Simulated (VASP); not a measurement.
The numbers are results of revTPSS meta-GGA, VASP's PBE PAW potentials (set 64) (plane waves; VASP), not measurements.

The input files of a VASP run:

File KPOINTS:
```
Automatic mesh
0
Gamma
5 5 8
0 0 0
```

**POSCAR**
```
SiO2
1
    4.1167522654     0.0000000000     0.0000000000
    0.0000000000     4.1167522654     0.0000000000
    0.0000000000     0.0000000000     2.6331595771
Si O
2 4
Direct
  1.0000000000   0.0000000000   0.0000000000
  0.5000000000   0.5000000000   0.5000000000
  0.3059334185   0.3059334185   0.0000000000
  0.8059334185   0.1940665815   0.5000000000
  0.1940665815   0.8059334185   0.5000000000
  0.6940665815   0.6940665815   0.0000000000
```

INCAR:
```
EDIFFG = -0.01   # ionic stop
ISMEAR = 0   # Gaussian
ENCUT = 520   # plane-wave cut-off (eV)
SIGMA = 0.05   # width (eV)
NELM = 100   # most electronic steps
LREAL = F
ALGO = Normal   # blocked Davidson
LMIXTAU = T
METAGGA = RTPSS
LCHARG = F
ISIF = 4   # ions and shape, fixed volume
LASPH = T   # aspherical one-centre terms
IBRION = 2   # conjugate gradients
NSW = 30   # most ionic steps
SYSTEM = SiO2
PREC = Accurate
LWAVE = F
EDIFF = 1E-7
```

POTCAR, in this order: Si O (PBE.64 set). Program: vasp_std.

Output

OSZICAR:
```
       N       E                     dE             d eps       ncg     rms          rms(c)
DAV:   1     0.283077291696E+03    0.28308E+03   -0.18895E+04  1556   0.179E+03
DAV:   2     0.132306817052E+02   -0.26985E+03   -0.25221E+03  1792   0.514E+02
DAV:   3    -0.318419883410E+01   -0.16415E+02   -0.16222E+02  1560   0.137E+02
DAV:   4    -0.388292811778E+01   -0.69873E+00   -0.69523E+00  1720   0.336E+01
DAV:   5    -0.390430941294E+01   -0.21381E-01   -0.21323E-01  1652   0.587E+00    0.233E+01
DAV:   6    -0.573554785205E+02   -0.53451E+02   -0.31795E+02  1336   0.219E+02    0.187E+01
DAV:   7    -0.571258823203E+02    0.22960E+00   -0.41796E+00  1380   0.233E+01    0.139E+01
DAV:   8    -0.559595012051E+02    0.11664E+01   -0.42779E+01  1344   0.453E+01    0.808E+00
DAV:   9    -0.555819965560E+02    0.37750E+00   -0.33001E+00  1316   0.165E+01    0.411E+00
DAV:  10    -0.554934299487E+02    0.88567E-01   -0.20483E+00  1360   0.979E+00    0.934E-01
DAV:  11    -0.554248382843E+02    0.68592E-01   -0.14837E-01  1364   0.322E+00    0.328E-01
DAV:  12    -0.554872466781E+02   -0.62408E-01   -0.33771E-02  1248   0.217E+00    0.224E-01
DAV:  13    -0.555008176655E+02   -0.13571E-01   -0.85753E-03  1368   0.897E-01    0.410E-02
DAV:  14    -0.555005737454E+02    0.24392E-03   -0.16181E-04  1364   0.134E-01    0.381E-02
DAV:  15    -0.555008944583E+02   -0.32071E-03   -0.16016E-04  1300   0.138E-01    0.112E-02
DAV:  16    -0.555009001698E+02   -0.57115E-05   -0.10924E-05  1412   0.424E-02    0.666E-03
DAV:  17    -0.555009073004E+02   -0.71306E-05   -0.27748E-06  1352   0.198E-02    0.703E-04
DAV:  18    -0.555009078354E+02   -0.53492E-06   -0.31349E-07  1292   0.674E-03    0.321E-04
DAV:  19    -0.555009078479E+02   -0.12567E-07   -0.38674E-08   812   0.236E-03
   1 F= -.55500908E+02 E0= -.55500908E+02  d E =-.555009E+02
       N       E                     dE             d eps       ncg     rms          rms(c)
DAV:   1    -0.554077820103E+02    0.93126E-01   -0.11442E+01  1232   0.297E+01    0.101E+00
DAV:   2    -0.555008749696E+02   -0.93093E-01   -0.40292E-01  1384   0.543E+00    0.563E-01
DAV:   3    -0.555098947767E+02   -0.90198E-02   -0.22312E-02  1316   0.135E+00    0.282E-01
DAV:   4    -0.555057823642E+02    0.41124E-02   -0.39333E-03  1560   0.893E-01    0.565E-02
DAV:   5    -0.555074987189E+02   -0.17164E-02   -0.44637E-03  1244   0.704E-01    0.595E-02
DAV:   6    -0.555087789337E+02   -0.12802E-02   -0.84243E-04  1284   0.313E-01    0.223E-02
DAV:   7    -0.555089235164E+02   -0.14458E-03   -0.16316E-04  1268   0.127E-01    0.641E-03
DAV:   8    -0.555090141486E+02   -0.90632E-04   -0.33040E-05  1256   0.635E-02    0.347E-03
DAV:   9    -0.555090290080E+02   -0.14859E-04   -0.54438E-06  1320   0.289E-02    0.885E-04
DAV:  10    -0.555090311757E+02   -0.21677E-05   -0.16769E-06  1320   0.132E-02    0.639E-04
DAV:  11    -0.555090313365E+02   -0.16082E-06   -0.18858E-07   968   0.518E-03    0.332E-04
DAV:  12    -0.555090315157E+02   -0.17918E-06   -0.77774E-08   768   0.329E-03    0.121E-04
DAV:  13    -0.555090315356E+02   -0.19939E-07   -0.11934E-08   672   0.110E-03
   2 F= -.55509032E+02 E0= -.55509032E+02  d E =-.812369E-02
       N       E                     dE             d eps       ncg     rms          rms(c)
DAV:   1    -0.554987543481E+02    0.10277E-01   -0.18168E+00  1228   0.119E+01    0.417E-01
DAV:   2    -0.555138575798E+02   -0.15103E-01   -0.63297E-02  1396   0.215E+00    0.219E-01
DAV:   3    -0.555152775180E+02   -0.14199E-02   -0.35582E-03  1308   0.541E-01    0.107E-01
DAV:   4    -0.555145746644E+02    0.70285E-03   -0.64038E-04  1588   0.368E-01    0.217E-02
DAV:   5    -0.555149713969E+02   -0.39673E-03   -0.80827E-04  1240   0.297E-01    0.223E-02
DAV:   6    -0.555151661554E+02   -0.19476E-03   -0.10378E-04  1292   0.110E-01    0.793E-03
DAV:   7    -0.555152025619E+02   -0.36407E-04   -0.16795E-05  1280   0.430E-02    0.227E-03
DAV:   8    -0.555152102398E+02   -0.76779E-05   -0.35775E-06  1304   0.212E-02    0.150E-03
DAV:   9    -0.555152102143E+02    0.25570E-07   -0.23335E-07  1052   0.472E-03
   3 F= -.55515210E+02 E0= -.55515210E+02  d E =-.143024E-01
       N       E                     dE             d eps       ncg     rms          rms(c)
DAV:   1    -0.555168890320E+02   -0.16788E-02   -0.13506E-01  1360   0.327E+00    0.260E-01
DAV:   2    -0.555157999129E+02    0.10891E-02   -0.17011E-03  1332   0.365E-01    0.147E-01
DAV:   3    -0.555152557338E+02    0.54418E-03   -0.10852E-03  1360   0.334E-01    0.162E-02
DAV:   4    -0.555158931809E+02   -0.63745E-03   -0.37010E-04  1276   0.216E-01    0.801E-03
DAV:   5    -0.555159398604E+02   -0.46679E-04   -0.45798E-05  1296   0.743E-02    0.533E-03
DAV:   6    -0.555159499351E+02   -0.10075E-04   -0.12921E-05  1304   0.422E-02    0.121E-03
DAV:   7    -0.555159566151E+02   -0.66800E-05   -0.52272E-06  1248   0.275E-02    0.814E-04
DAV:   8    -0.555159580177E+02   -0.14026E-05   -0.39650E-07  1348   0.755E-03    0.337E-04
DAV:   9    -0.555159584320E+02   -0.41425E-06   -0.12891E-07   804   0.405E-03    0.114E-04
DAV:  10    -0.555159584958E+02   -0.63814E-07   -0.41404E-08   648   0.220E-03
   4 F= -.55515958E+02 E0= -.55515958E+02  d E =-.748282E-03
       N       E                     dE             d eps       ncg     rms          rms(c)
DAV:   1    -0.555160277963E+02   -0.69364E-04   -0.44904E-03  1360   0.596E-01    0.475E-02
DAV:   2    -0.555159919634E+02    0.35833E-04   -0.56912E-05  1332   0.668E-02    0.268E-02
DAV:   3    -0.555159737076E+02    0.18256E-04   -0.36640E-05  1360   0.615E-02    0.294E-03
DAV:   4    -0.555159952630E+02   -0.21555E-04   -0.12813E-05  1276   0.403E-02    0.144E-03
DAV:   5    -0.555159969409E+02   -0.16779E-05   -0.16183E-06  1300   0.140E-02    0.970E-04
DAV:   6    -0.555159972326E+02   -0.29164E-06   -0.38371E-07  1280   0.730E-03    0.209E-04
DAV:   7    -0.555159974002E+02   -0.16767E-06   -0.12638E-07   764   0.436E-03    0.138E-04
DAV:   8    -0.555159974195E+02   -0.19236E-07   -0.15135E-08   628   0.138E-03
   5 F= -.55515997E+02 E0= -.55515997E+02  d E =-.787205E-03
```

**OUTCAR**
```
------------------------ aborting loop because EDIFF is reached ----------------------------------------
  FORCE on cell =-STRESS in cart. coord.  units (eV):
  Direction    XX          YY          ZZ          XY          YZ          ZX
  --------------------------------------------------------------------------------------
  Total        5.8139212      5.8139212      5.8154210     -0.0000000      0.0000000      0.0000000
  in kB      208.7339424    208.7339424    208.7877892     -0.0000000      0.0000000      0.0000000
  external PRESSURE =     208.7518913 kB  Pullay stress =       0.0000000 kB
  volume of cell :       44.63
      direct lattice vectors                 reciprocal lattice vectors
     4.103322068 -0.000000000  0.000000000     0.243704975 -0.000000000  0.000000000
     0.000000000  4.103322068  0.000000000     0.000000000  0.243704975  0.000000000
     0.000000000  0.000000000  2.650424479     0.000000000  0.000000000  0.377298055
 POSITION                                       TOTAL-FORCE (eV/Angst)
 -----------------------------------------------------------------------------------
      0.00000      4.10332      0.00000        -0.000000      0.000000      0.000000
      2.05166      2.05166      1.32521         0.000000      0.000000      0.000000
      1.24673      1.24673      0.00000        -0.000586     -0.000586      0.000000
      3.29839      0.80493      1.32521        -0.000586      0.000586     -0.000000
      0.80493      3.29839      1.32521         0.000586     -0.000586      0.000000
      2.85659      2.85659      0.00000         0.000586      0.000586     -0.000000
 -----------------------------------------------------------------------------------
    total drift:                                0.000000      0.000000     -0.000000
  FREE ENERGIE OF THE ION-ELECTRON SYSTEM (eV)
  ---------------------------------------------------
  free  energy   TOTEN  =       -55.5159974195 eV

  energy  without entropy=      -55.5159974195  energy(sigma->0) =      -55.51599742

 reached required accuracy - stopping structural energy minimisation
```
(Selected blocks of OUTCAR.)

CONTCAR:
```
SiO2
   1.00000000000000
     4.1033220676881053   -0.0000000000000000    0.0000000000000000
     0.0000000000000000    4.1033220676881053    0.0000000000000000
     0.0000000000000000    0.0000000000000000    2.6504244791455487
  Si              O
     2     4
Direct
     0.0000000000000000    1.0000000000000000    0.0000000000000000
     0.5000000000000000    0.5000000000000000    0.5000000000000000
     0.3038336580011353    0.3038336580011353    0.0000000000000000
     0.8038336580011353    0.1961663419988648    0.5000000000000000
     0.1961663419988648    0.8038336580011353    0.5000000000000000
     0.6961663419988647    0.6961663419988647    0.0000000000000000
```

The compound is SiO2 in the rutile structure, stishovite, a high-pressure form. This cell is one point of a volume scan, at 0.94 of the reference volume. Symmetry was kept, so distortions that lower it aren't found.
